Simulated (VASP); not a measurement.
Consider the following.

```xyz
1
Lattice="0.0000 1.7816 1.7816 1.7549 0.0000 1.7816 1.7549 1.7816 0.0000" Properties=species:S:1:pos:R:3 pbc="T T T"
Cu     0.0000     0.0000     0.0000
```

Calculation: PBEsol GGA, VASP's PBE PAW potentials (set 64) (plane waves; VASP 6.6.1). Settings: 480 eV cut-off, 16×16×16 Γ-centred mesh, first-order Methfessel-Paxton smearing of 0.10 eV, potentials Cu.

Task: Predict the energy per atom (σ→0), pressure, band gap (on the k-mesh) with the smallest direct gap where there is one.

Result: 
```
Quantity                                                     Value
------------------------  ----------------------------------------
band gap (on the k-mesh)  none (metal, semimetal or under 0.01 eV)
energy per atom (σ→0)                               -4.305 eV/atom
pressure                                                  3.22 GPa
```

Total energies compare only between runs with the same potentials, cut-off and functional.

The compound is Cu in the fcc structure. This cell was strained or had an atom moved on purpose.
